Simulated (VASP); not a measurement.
An input for Ansatz (written as the equivalent of a VASP run, and not itself run):

Ansatz 0.2 input:
```yaml
crystal:
  lattice:
    - [2.8518000, 0.0000000, 0.0000000]
    - [0.0000000, 2.8518000, 0.0000000]
    - [0.0000000, 0.0000000, 2.8518000]
  atoms:
    - { symbol: Al, position: [0.5000000, 0.5000000, 0.5000000] }
    - { symbol: Fe, position: [0.0000000, 0.0000000, 0.0000000] }
kpoints:
  mp_grid: { grid: [11, 11, 11] }
hamiltonian:
  xc: pbe
  pseudopotentials: { kind: paw }
scf:
  occupations: { method: fermi_dirac, width: 0.1 }
  max_iter: 100
output: { forces: true, stress: true, eigenvalues: true }
```

Q: Translate this input to VASP (INCAR, KPOINTS, POSCAR, choice of POTCAR).

A: This is not unique; one that fits is 
File KPOINTS:
```
Automatic mesh
0
Gamma
11 11 11
0 0 0
```

POSCAR:
```
FeAl
1
    2.8518000000     0.0000000000     0.0000000000
    0.0000000000     2.8518000000     0.0000000000
    0.0000000000     0.0000000000     2.8518000000
Al Fe
1 1
Direct
  0.5000000000   0.5000000000   0.5000000000
  0.0000000000   0.0000000000   0.0000000000
```

INCAR:
```
SYSTEM = FeAl
PREC = Accurate; ENCUT = 300; LREAL = .False.
LASPH = .True.
EDIFF = 1E-6; NELM = 100; ALGO = Normal
LMAXMIX = 4
ISMEAR = -1; SIGMA = 0.1
GGA = PE
ISIF = 2
LWAVE = .False.; LCHARG = .False.
```

POTCAR, in this order: Al Fe (PBE.64 set). Program: vasp_std.

The two are equivalent in intent, not identical: each code has its own PAW files, so the cut-off isn't converted (ENCUT is set for VASP's; basis.ecutwfc is left out, and Ansatz then takes the one that its files recommend); Ansatz stops its SCF on the density residual and VASP on the energy change (EDIFF).

The structure is a typed FeAl crystal (Pm-3m). The cell was not relaxed at this level, and its volume differs by -5.9 % from the start's.
